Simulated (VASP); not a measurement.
```
BiB
1.0
    0.00000     2.62753     2.62753
    2.62753     0.00000     2.62753
    2.62753     2.62753     0.00000
Bi B
1 1
Direct
  0.00000   0.00000   0.00000
  0.50000   0.50000   0.50000
```

Level of theory: r2SCAN meta-GGA, VASP's PBE PAW potentials (set 64) (plane waves; VASP 6.6.1). Numerical set-up: 520 eV cut-off, 13×13×13 Γ-centred mesh, tetrahedra with Blöchl corrections, potentials Bi_d B.

Unless said otherwise, spin-orbit coupling is left out, though it shifts the bands of the heavy elements here.

What does the run give for the energy per atom (σ→0), band gap (over mesh and band path) with the smallest direct gap where there is one?

The band gap (over mesh and band path) is none (metal, semimetal or under 0.01 eV) and the energy per atom (σ→0) comes out as -3056.5 kJ/mol of atoms.

Only differences to runs with the same potentials and settings are physical.

The structure was generated: BiB was put into the rocksalt type (Fm-3m), which need not be its known phase. It was relaxed first.
